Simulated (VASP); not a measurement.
Input:

```xyz
1
Lattice="0.0000 1.9725 1.9725 1.9725 0.0000 1.9725 1.9725 1.9725 0.0000" Properties=species:S:1:pos:R:3 pbc="T T T"
Al     0.0000     0.0000     0.0000
```

Computed with PBEsol GGA, VASP's PBE PAW potentials (set 64) (plane waves; VASP). Settings: 500 eV cut-off, 16×16×16 Γ-centred mesh, first-order Methfessel-Paxton smearing of 0.10 eV, potentials Al.

### Question
Estimate the energy per atom (σ→0), pressure, band gap (on the k-mesh) with the smallest direct gap where there is one.

### Answer

```json
{
  "band gap (on the k-mesh)": "none (metal, semimetal or under 0.01 eV)",
  "energy per atom (σ→0)": "-4.085 eV/atom",
  "pressure": "5.01 GPa"
}
```

The absolute energy has meaning only against runs of the same code, potentials and settings.

The compound is Al in the fcc structure. It was relaxed first under an external pressure of 5 GPa.
